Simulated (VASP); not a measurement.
Consider the following.

```xyz
4
Lattice="4.0283 -3.7974 0.0000 4.0283 3.7974 0.0000 0.0000 0.0000 4.3257" Properties=species:S:1:pos:R:3 pbc="T T T"
Cu     4.0283     0.6140     3.2443
Cu     4.0283    -0.6140     1.0814
I      4.0283    -2.0183     3.2443
I      4.0283     2.0183     1.0814
```

The numbers are results of HSE06 screened hybrid, VASP's PBE PAW potentials (set 64) (plane waves; VASP), not measurements. Run with 400 eV cut-off, 4×4×4 Γ-centred mesh, Gaussian smearing of 0.050 eV, potentials Cu I.

Without a dispersion term in the relaxation, distances and binding between the weakly bound layers, chains or molecules are unreliable, and so is what depends on them. Unless said otherwise, spin-orbit coupling is left out, though it shifts the bands of the heavy elements here.

### Question
What does the run give for the energy per atom (σ→0), band gap (over the mesh, the named points and PBE's band edges) with the smallest direct gap where there is one?

### Answer

* **band gap (over the mesh, the named points and PBE's band edges)**: 2.31 eV
* **smallest direct gap (over the mesh, the named points and PBE's band edges)**: 2.31 eV
* **energy per atom (σ→0)**: -3.167 eV/atom

The structure comes from a computed database's CuI entry (Cmcm); how it stands against other phases isn't given here. It was relaxed first, which changed the volume by +11 %.
